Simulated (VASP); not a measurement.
## CdHg3S4 (ordered alloy cell): computed properties

These are PBEsol GGA, VASP's PBE PAW potentials (set 64) (plane waves; VASP) values and carry that method's errors.

```
Property                                                                                                Result
----------------------------------  --------------------------------------------------------------------------
space group                                                                                          Amm2 (38)
cell                                a = 4.154 Å, b = 8.304 Å, c = 11.737 Å, α = 90.00°, β = 90.00°, γ = 90.00°
volume per atom                                                                                  25.30 Å³/atom
band gap (over mesh and band path)                                    none (metal, semimetal or under 0.01 eV)
density                                                                                             6.91 g/cm³
```

```xyz
8
Lattice="0.0013 5.8730 5.8683 5.8730 0.0013 5.8683 2.9371 2.9371 0.0000" Properties=species:S:1:pos:R:3 pbc="T T T"
Hg     5.8743     5.8743    11.7344
Hg     5.8769     8.8088     8.8025
Hg     8.8088     5.8769     8.8025
S      1.4686     1.4686     1.4662
S      4.3977     1.4766     4.4092
S      1.4766     4.3977     4.4092
S      4.4057     4.4057     7.3182
Cd     5.8743     5.8743     5.8721
```

Unless said otherwise, spin-orbit coupling is left out, though it shifts the bands of the heavy elements here.

The structure was generated: CdHg3S4 was put into an ordered model structure (Amm2), which need not be its known phase. It was relaxed first. Symmetry was kept, so distortions that lower it aren't found.
